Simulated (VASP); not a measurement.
A convergence study with VASP on TiB2 (AlB2 type): one setting is varied, all else stays as given below, so the limit is that of these other settings.

```
CELL_PARAMETERS angstrom
      1.51500    -2.62406     0.00000
      1.51500     2.62406     0.00000
      0.00000     0.00000     3.23000
ATOMIC_POSITIONS crystal
  Ti 0.00000 0.00000 0.00000
  B  0.33333 0.66667 0.50000
  B  0.66667 0.33333 0.50000
```

These are PBE GGA, VASP's PBE PAW potentials (set 64) (plane waves; VASP) values and carry that method's errors. The tightest run used: 700 eV cut-off, 21×21×18 Γ-centred mesh, first-order Methfessel-Paxton smearing of 0.10 eV, potentials Ti_sv B.

The reference is 21×21×18 mesh, which took about 5 core-minutes. Times come from single runs on busy shared machines, so they are rough: good to a factor of about 2.

Q: Of the settings 1×1×1 mesh; 2×2×2 mesh; 3×3×3 mesh; 4×4×3 mesh; 5×5×4 mesh; 6×6×5 mesh; 7×7×6 mesh; 8×8×7 mesh; 9×9×8 mesh; 10×10×8 mesh; 11×11×9 mesh; 12×12×10 mesh; 13×13×11 mesh; 14×14×12 mesh; 15×15×13 mesh; 16×16×14 mesh; 17×17×14 mesh; 18×18×15 mesh; 19×19×16 mesh; 20×20×17 mesh; 21×21×18 mesh, which is the lowest that keeps the difference from the reference in E (eV/atom) within 0.002 from there on, and what does it cost?

A: 11×11×9 mesh; its cost over the reference is about 1/4.
| setting | difference in E (eV/atom) | cost over the reference |
|---|---|---|
| 1×1×1 mesh | 2.8106 | about 1/40 |
| 2×2×2 mesh | 0.2405 | about 1/20 |
| 3×3×3 mesh | 0.0209 | about 1/20 |
| 4×4×3 mesh | 0.0147 | about 1/30 |
| 5×5×4 mesh | 0.0083 | about 1/20 |
| 6×6×5 mesh | 0.0137 | about 1/20 |
| 7×7×6 mesh | 0.0016 | about 1/10 |
| 8×8×7 mesh | 0.0022 | about 1/9 |
| 9×9×8 mesh | 0.0016 | about 1/6 |
| 10×10×8 mesh | 0.0029 | about 1/5 |
| 11×11×9 mesh | 0.0001 | about 1/4 |
| 12×12×10 mesh | 0.0001 | about 1/2 |
| 13×13×11 mesh | 0.0002 | about 1/3 |
| 14×14×12 mesh | 0.0001 | about 1/3 |
| 15×15×13 mesh | 0.0001 | about 1/2 |
| 16×16×14 mesh | 0.0005 | within a factor of 2 |
| 17×17×14 mesh | 0.0003 | within a factor of 2 |
| 18×18×15 mesh | 0.0001 | within a factor of 2 |
| 19×19×16 mesh | 0.0000 | within a factor of 2 |
| 20×20×17 mesh | 0.0000 | within a factor of 2 |
| 21×21×18 mesh | 0.0000 | reference |

Left out are rungs that failed or repeat a setting and relaxations that didn't move; long series are thinned to 24 rows.

The compound is TiB2 in the AlB2 type structure. The cell was not relaxed at this level.
